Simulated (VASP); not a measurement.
Energy against volume of KI (rock salt). These are HSEsol screened hybrid, VASP's PBE PAW potentials (set 64) (plane waves; VASP) values and carry that method's errors. Run with 520 eV cut-off, 6×6×6 Γ-centred mesh, Gaussian smearing of 0.050 eV, potentials K_sv I.

```tsv
V (Å³/atom)	E (eV/atom)
42.236	-3.30229
43.628	-3.30283
45.020	-3.30045
46.413	-3.29533
```

Fit these four points and predict the energy of the run at 47.805 Å³/atom.

A cubic in V^(−2/3), the third-order Birch-Murnaghan form, passes through the four points with V0 = 43.18 Å³/atom and B0 = 11 GPa, and gives -3.2877 eV/atom there. The run gave -3.2880 eV/atom, -0.3 meV/atom from the fit; all five points give B0 = 11 GPa.

The compound is KI in the rock salt structure. It was relaxed first. The cell's shape comes from a PBE relaxation.
